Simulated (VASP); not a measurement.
## CeSb2Rh2: single point with PBE

The system is CeSb2Rh2.

```
Sb Ce Rh
1.0
     0.00000    4.45665    0.00000
     4.45665    0.00000    0.00000
     2.22832    2.22832   -5.05365
Sb Ce Rh
2 1 2
Cartesian
  2.2283 2.2283 -1.2634
  4.4566 4.4566 -3.7902
  0.0000 0.0000 0.0000
  2.2283 4.4566 -2.5268
  4.4566 2.2283 -2.5268
```

The cell was built by a generator and needn't be a form met in nature.

```
Program                : VASP 6.6.1
Task                   : single point
Functional             : PBE
Potentials or basis    : VASP PAW PBE potentials, release 64 (Sb, Ce, Rh_pv)
Cutoff                 : 520 eV
k mesh                 : 5 × 5 × 5
Occupations            : fermi-dirac, width 0.1 eV
Spin                   : no spin polarisation
Dipole correction      : no
Further INCAR settings : ALGO = Normal; EDIFF = 1e-06; NBANDS = 34
```

* Pressure: 12.3 GPa
* Largest force: 2.223 eV/Å
* Band gap on the k mesh: none (metal or under the smearing width)

Forces in eV/Å, atoms in the order of the input:
```
Sb   0.000  0.000 -2.223
Sb   0.000  0.000  2.223
Ce   0.000  0.000  0.000
Rh   0.000  0.000  0.000
Rh   0.000  0.000  0.000
```

Stress tensor (GPa, compression positive):
```
 7.65  0.00  0.00
 0.00  7.65  0.00
 0.00  0.00 21.66
```

Levels at points of the mesh, in eV from the Fermi level:
| k point | band 24 | band 25 | band 26 | band 27 | band 28 | band 29 |
| --- | --- | --- | --- | --- | --- | --- |
| (0.00, 0.00, 0.00) | -1.55 | -0.86 | -0.50 | -0.14 | -0.14 | 0.39 |

Run time: 100 s on 1 thread of Intel(R) Xeon(R) Platinum 8259CL CPU @ 2.50GHz (Skylake/Cascade Lake) (shared host), peak memory 0.28 GiB.

Caveat: without U or exact exchange the open f shell lies at the Fermi level, which spoils levels, moments and volumes; forces of over 1 eV/Å show positions far from the minimum, so gaps and moduli don't describe the material at rest. Spin polarisation is off, so any magnetic state and its effect on volume and gap are missing.
